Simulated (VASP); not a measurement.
```yaml
crystal:
  lattice:
    - [1.91000, -3.30822, 0.00000]
    - [1.91000, 3.30822, 0.00000]
    - [0.00000, 0.00000, 6.26000]
  atoms:
    - { symbol: Zn, position: [0.66667, 0.33333, 0.50000] }
    - { symbol: Zn, position: [0.33333, 0.66667, 0.00000] }
    - { symbol: S, position: [0.66667, 0.33333, 0.87500] }
    - { symbol: S, position: [0.33333, 0.66667, 0.37500] }
```

The base run (VASP): PBE GGA, plane waves, VASP's PBE PAW potentials (set 64). Run with 400 eV cut-off, 6×6×3 Γ-centred mesh, Gaussian smearing of 0.050 eV, potentials Zn S.

One setting is varied; ΔE counts from the most expensive setting. The base run took about 20 core-seconds. Costs are core time on shared hosts, one run each; read them as rough ratios.

Pressures at a finite cut-off, here 400 eV, hold a Pulay part, which wasn't tested here.

```tsv
setting	cost over the base run	electronic steps	ΔE (meV/atom)	pressure (GPa)
KPOINTS 1×1×1 Γ-centred mesh	about 1/3	15	3348.8	28.99
KPOINTS 2×2×1 Γ-centred mesh	about 1/3	15	253.9	3.08
KPOINTS 5×5×2 Γ-centred mesh	within a factor of 2	14	2.6	1.40
base run	reference	14	1.2	1.41
KPOINTS 7×7×4 Γ-centred mesh	within a factor of 2	14	0.2	1.40
KPOINTS 9×9×4 Γ-centred mesh	about 2 times	14	0.0	1.39
KPOINTS 11×11×6 Γ-centred mesh	about 4 times	14	0.0	1.40
KPOINTS 12×12×6 Γ-centred mesh	about 4 times	14	0.0	1.40
```

Left out are runs that failed, have no time on record or changed the cell.

The compound is ZnS in the wurtzite structure, the high-temperature form. The cell was not relaxed at this level.
